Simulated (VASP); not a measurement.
Method: rev-vdW-DF2, VASP's PBE PAW potentials (set 64) (plane waves; VASP 6.6.1).

Input for VASP

POSCAR:
```
AlN
3.1216170
  0.4999999489  -0.8660253134   0.0000000000
  0.4999999489   0.8660253134   0.0000000000
  0.0000000000   0.0000000000   1.6016082286
Al N
2 2
Cart
  0.4999999489  -0.2886756818   0.8009141224
  0.4999999489   0.2886756818   0.0001100081
  0.4999999489  -0.2886756818   1.4125084496
  0.4999999489   0.2886756818   0.6117043353
```

**INCAR**
```
SYSTEM  =  AlN
PREC  =  Accurate; ENCUT  =  520; LREAL  =  .FALSE.
LASPH  =  .TRUE.; ICHARG  =  11
EDIFF  =  1E-7; NELM  =  100; ALGO  =  Normal
ISMEAR  =  0; SIGMA  =  0.05
GGA  =  MK; LUSE_VDW  =  .TRUE.; AGGAC  =  0.0
PARAM1  =  0.1234568; PARAM2  =  0.7114; ZAB_VDW  =  -1.8867
LWAVE  =  .FALSE.; LCHARG  =  .FALSE.; LORBIT  =  11
```

**KPOINTS**
```
k-points along high-symmetry lines
10
Line-mode
Reciprocal
  0.000000   0.000000   0.000000 ! GAMMA
  0.000000   0.500000   0.000000 ! M

  0.000000   0.500000   0.000000 ! M
 -0.333333   0.666667   0.000000 ! K

 -0.333333   0.666667   0.000000 ! K
  0.000000   0.000000   0.000000 ! GAMMA

  0.000000   0.000000   0.000000 ! GAMMA
  0.000000   0.000000   0.500000 ! A

  0.000000   0.000000   0.500000 ! A
  0.000000   0.500000   0.500000 ! L

  0.000000   0.500000   0.500000 ! L
 -0.333333   0.666667   0.500000 ! H

 -0.333333   0.666667   0.500000 ! H
  0.000000   0.000000   0.500000 ! A

  0.000000   0.500000   0.500000 ! L
  0.000000   0.500000   0.000000 ! M

 -0.333333   0.666667   0.500000 ! H
 -0.333333   0.666667   0.000000 ! K
```

POTCAR, in this order: Al N (PBE.64 set). Program: vasp_std. Read from the step before: CHGCAR.

The run wrote:

### OSZICAR
```
       N       E                     dE             d eps       ncg     rms          rms(c)
DAV:   1     0.502729074284E+02    0.50273E+02   -0.73913E+03  2160   0.118E+03
DAV:   2    -0.215225078474E+02   -0.71795E+02   -0.64760E+02  3168   0.205E+02
DAV:   3    -0.249934243065E+02   -0.34709E+01   -0.34482E+01  2768   0.480E+01
DAV:   4    -0.250261072056E+02   -0.32683E-01   -0.32670E-01  2584   0.534E+00
DAV:   5    -0.250266351701E+02   -0.52796E-03   -0.52793E-03  2712   0.697E-01
DAV:   6    -0.250266484382E+02   -0.13268E-04   -0.13268E-04  2544   0.113E-01
DAV:   7    -0.250266488393E+02   -0.40110E-06   -0.40106E-06  2700   0.196E-02
DAV:   8    -0.250266488516E+02   -0.12319E-07   -0.12306E-07  2132   0.352E-03
   1 F= -.25026649E+02 E0= -.25026649E+02  d E =-.476057E-11
```

**OUTCAR**
```
 val. band max:        5.9840305274   @ k =  -0.0000   0.0000   0.0000

 cond. band min:      10.1573820005   @ k =   0.0000   0.0000   0.0000



 k-point     1 :       0.0000    0.0000    0.0000
  band No.  band energies     occupation
      1      -9.0832      2.00000
      2      -6.9585      2.00000
      3       0.0489      2.00000
      4       5.1248      2.00000
      5       5.1248      2.00000
      6       5.7689      2.00000
      7       5.7689      2.00000
      8       5.9840      2.00000
      9      10.1574      0.00000
     10      12.5880      0.00000
     11      16.5130      0.00000
     12      17.0448      0.00000

 k-point     2 :       0.0000    0.0556    0.0000
  band No.  band energies     occupation
      1      -9.0441      2.00000
      2      -6.9360      2.00000
      3       0.0954      2.00000
      4       4.9378      2.00000
      5       5.0711      2.00000
      6       5.5748      2.00000
      7       5.7641      2.00000
      8       5.9680      2.00000
      9      10.3535      0.00000
     10      12.7586      0.00000
     11      16.3510      0.00000
     12      16.7527      0.00000

 k-point     3 :       0.0000    0.1111    0.0000
  band No.  band energies     occupation
      1      -8.9280      2.00000
      2      -6.8713      2.00000
      3       0.2339      2.00000
      4       4.4283      2.00000
      5       4.9291      2.00000
      6       5.0984      2.00000
      7       5.7409      2.00000
      8       5.9136      2.00000
      9      10.8356      0.00000
     10      13.1906      0.00000
     11      15.8754      0.00000
     12      16.1414      0.00000

 k-point     4 :       0.0000    0.1667    0.0000
  band No.  band energies     occupation
      1      -8.7396      2.00000
      2      -6.7722      2.00000
      3       0.4610      2.00000
      4       3.7208      2.00000
      5       4.4945      2.00000
      6       4.7362      2.00000
      7       5.6888      2.00000
...
```

The density is held fixed in this step, so its total energy and stress have no physical meaning.

The compound is AlN in the wurtzite structure. It was relaxed first.
